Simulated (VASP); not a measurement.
# Pt2F and the effect of the choice of potentials or basis

The cell as given:

```cif
data_structure
_symmetry_space_group_name_H-M 'Fm-3m'
_symmetry_Int_Tables_number 225
_cell_length_a 5.7049
_cell_length_b 5.7049
_cell_length_c 5.7049
_cell_angle_alpha 90.000
_cell_angle_beta 90.000
_cell_angle_gamma 90.000
_cell_volume 185.67
loop_
_atom_site_label
_atom_site_type_symbol
_atom_site_symmetry_multiplicity
_atom_site_Wyckoff_symbol
_atom_site_fract_x
_atom_site_fract_y
_atom_site_fract_z
_atom_site_occupancy
Pt1 Pt 8 c 0.25000 0.75000 0.75000 1
F1 F 4 a 0.00000 0.00000 0.00000 1
```

The cell comes from a database or a generator and needn't be the stable form of this composition.

Kept alike: task relaxation of cell and atoms; functional PBE; k mesh 8 × 8 × 8; occupations fermi-dirac, width 0.05 eV; no spin polarisation. Program: VASP, cutoff 900 eV. The mesh is that of the run's cell of 3 atoms. No spin-orbit coupling.

| choice of potentials or basis | volume (Å³/atom) |
| --- | --- |
| F, Pt | 15.464 |
| F_GW, Pt_GW | 15.417 |
| F_GW, Pt_sv_GW | 15.459 |
| F_s, Pt | 15.472 |

Stopped at the starting cell, within the stress tolerance: F_s, Pt. The relaxations keep at least the cell's symmetry (Fm-3m). For a metal such a mesh leaves the last digits unconverged. Relaxations stop with a little pressure left, so the last digits of a volume or edge aren't settled. Runs of this series that gave no sound value for these columns are left out.

The volume runs from 15.417 (F_GW, Pt_GW) to 15.472 Å³/atom (F_s, Pt).
